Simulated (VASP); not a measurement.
Pt:

```
Pt
1.0
     0.00000    1.96090    1.96090
     1.96090    0.00000    1.96090
     1.96090    1.96090    0.00000
Pt
1
Direct
  0.00000 0.00000 0.00000
```

```yaml
Program: VASP 6.6.1
Task: relaxation of cell and atoms
Functional: r2SCAN
Potentials_or_basis: VASP PAW PBE potentials, release 64 (Pt)
Cutoff: 520 eV
k_mesh: 18 × 18 × 18
Occupations: gaussian, width 0.1 eV
Spin: no spin polarisation
```

At the start: pressure 4.7 GPa; volume 15.08 Å³/atom.

Q: Where does the relaxation end?

A: Over 15 steps the energy falls by 3.6 meV/atom and the volume is 15.33 Å³/atom (+1.7 %); space group Fm-3m (No. 225, to 0.05 Å).

Step by step:
| step | energy change (eV) | largest force (eV/Å) | pressure (GPa) | volume (Å³) |
| --- | --- | --- | --- | --- |
| 1 | 0.0000 | 0.0000 | 4.72 | 15.08 |
| 2 | 0.0238 | 0.0000 | -11.25 | 16.07 |
| 3 | -0.0036 | 0.0000 | -0.05 | 15.33 |
| 4 | -0.0036 | 0.0000 | 0.03 | 15.33 |
| 5 | -0.0036 | 0.0000 | 0.03 | 15.33 |
| 6 | -0.0036 | 0.0000 | 0.03 | 15.33 |
| 7 | -0.0036 | 0.0000 | 0.03 | 15.33 |
| 8 | -0.0036 | 0.0000 | 0.03 | 15.33 |
| 9 | -0.0036 | 0.0000 | 0.03 | 15.33 |
| 10 | -0.0036 | 0.0000 | 0.03 | 15.33 |
| 11 | -0.0036 | 0.0000 | 0.03 | 15.33 |
| 12 | -0.0036 | 0.0000 | 0.03 | 15.33 |
| 13 | -0.0036 | 0.0000 | 0.03 | 15.33 |
| 14 | -0.0036 | 0.0000 | 0.03 | 15.33 |
| 15 | -0.0036 | 0.0000 | 0.02 | 15.33 |

Final structure:
```
Pt
1.0
     0.00000    1.97172    1.97172
     1.97172    0.00000    1.97172
     1.97172    1.97172    0.00000
Pt
1
Cartesian
  1.9717 1.9717 0.0000
```

Caveat: the PAW data sets were made with another functional, which shifts forces and pressure a little.
